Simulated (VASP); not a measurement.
A VASP calculation is set up with these files.

### POSCAR
```
ZrC
1
    0.0000000000     2.3500000000     2.3500000000
    2.3500000000     0.0000000000     2.3500000000
    2.3500000000     2.3500000000     0.0000000000
Zr C
1 1
Direct
  0.0000000000   0.0000000000   0.0000000000
  0.5000000000   0.5000000000   0.5000000000
```

KPOINTS:
```
Automatic mesh
0
Gamma
10 10 10
0 0 0
```

**INCAR**
```
SYSTEM = ZrC
PREC = Accurate
ENCUT = 520
EDIFF = 1E-6
NELM = 60
ALGO = Normal
LREAL = .FALSE.
LASPH = .TRUE.
ISMEAR = 1
SIGMA = 0.1
GGA = PE
LMAXMIX = 4
LWAVE = .FALSE.
LCHARG = .FALSE.
ISIF = 2
```

POTCAR, in this order: C Zr_sv (PBE.64 set). Program: vasp_std.

Q: Does this input run properly? What does VASP do?

A: There is a fault: POTCAR lists the elements in another order than POSCAR. The run ends without an error. Against the sound run, the pressure is nearly the same.

File standard output:
```
 POSCAR found type information on POSCAR ZrC
 POSCAR found :  2 types and       2 ions
 Reading from existing POTCAR
 Reading from existing POTCAR
 WARNING: type information on POSCAR and POTCAR are incompatible
 POTCAR overwrites the type information in POSCAR
 typ   1 type information:  Zr C
 WARNING: type information on POSCAR and POTCAR are incompatible
 POTCAR overwrites the type information in POSCAR
 typ   2 type information:  C  Zr
 LDA part: xc-table for (Slater+PW92), standard interpolation
 POSCAR, INCAR and KPOINTS ok, starting setup
 WAVECAR not read
 entering main loop
       N       E                     dE             d eps       ncg     rms          rms(c)
DAV:   1     0.102068280343E+03    0.10207E+03   -0.88919E+03  1128   0.134E+03
DAV:   2    -0.155850795411E+02   -0.11765E+03   -0.11157E+03  1300   0.333E+02
DAV:   3    -0.227380917761E+02   -0.71530E+01   -0.70604E+01  2060   0.713E+01
DAV:   4    -0.229276586775E+02   -0.18957E+00   -0.18948E+00  1320   0.796E+00
DAV:   5    -0.229302811918E+02   -0.26225E-02   -0.26221E-02  1744   0.900E-01    0.212E+01
DAV:   6    -0.196011560265E+02    0.33291E+01   -0.16622E+01  1264   0.284E+01    0.810E+00
DAV:   7    -0.194701605029E+02    0.13100E+00   -0.76507E-01  1344   0.703E+00    0.591E+00
DAV:   8    -0.194631860105E+02    0.69745E-02   -0.14196E-01  1212   0.353E+00    0.143E+00
DAV:   9    -0.194586167976E+02    0.45692E-02   -0.31659E-02  1376   0.119E+00    0.448E-01
DAV:  10    -0.194590296279E+02   -0.41283E-03   -0.20869E-03  1320   0.573E-01    0.346E-01
DAV:  11    -0.194588034947E+02    0.22613E-03   -0.78898E-04  1276   0.214E-01    0.169E-02
DAV:  12    -0.194588024542E+02    0.10405E-05   -0.14648E-05  1596   0.392E-02    0.107E-02
DAV:  13    -0.194588020036E+02    0.45056E-06   -0.55977E-07   712   0.700E-03
   1 F= -.19458802E+02 E0= -.19458917E+02  d E =0.346388E-03
```

**OUTCAR**
```
------------------------ aborting loop because EDIFF is reached ----------------------------------------
  FORCE on cell =-STRESS in cart. coord.  units (eV):
  Direction    XX          YY          ZZ          XY          YZ          ZX
  --------------------------------------------------------------------------------------
  Total        0.2416913      0.2416913      0.2416913      0.0000000     -0.0000000      0.0000000
  in kB       14.9189397     14.9189397     14.9189397      0.0000000     -0.0000000      0.0000000
  external PRESSURE =      14.9189397 kB  Pullay stress =       0.0000000 kB
  volume of cell :       25.96
      direct lattice vectors                 reciprocal lattice vectors
     0.000000000  2.350000000  2.350000000    -0.212765957  0.212765957  0.212765957
     2.350000000  0.000000000  2.350000000     0.212765957 -0.212765957  0.212765957
     2.350000000  2.350000000  0.000000000     0.212765957  0.212765957 -0.212765957
 POSITION                                       TOTAL-FORCE (eV/Angst)
 -----------------------------------------------------------------------------------
      0.00000      0.00000      0.00000        -0.000000      0.000000     -0.000000
      2.35000      2.35000      2.35000         0.000000     -0.000000      0.000000
 -----------------------------------------------------------------------------------
    total drift:                                0.000000      0.000000      0.000000
  FREE ENERGIE OF THE ION-ELECTRON SYSTEM (eV)
  ---------------------------------------------------
  free  energy   TOTEN  =       -19.4588020036 eV

  energy  without entropy=      -19.4591483917  energy(sigma->0) =      -19.45891747
```
(Selected blocks of OUTCAR.)

To mend it, use POTCAR Zr_sv C of the PBE.64 set.

The mended run (PBE GGA, plane waves, VASP's PBE PAW potentials (set 64)) converges, and its OSZICAR ends with
```
   1 F= -.19458802E+02 E0= -.19458917E+02  d E =0.346387E-03
```

The compound is ZrC in the rock salt structure. The cell was not relaxed at this level.
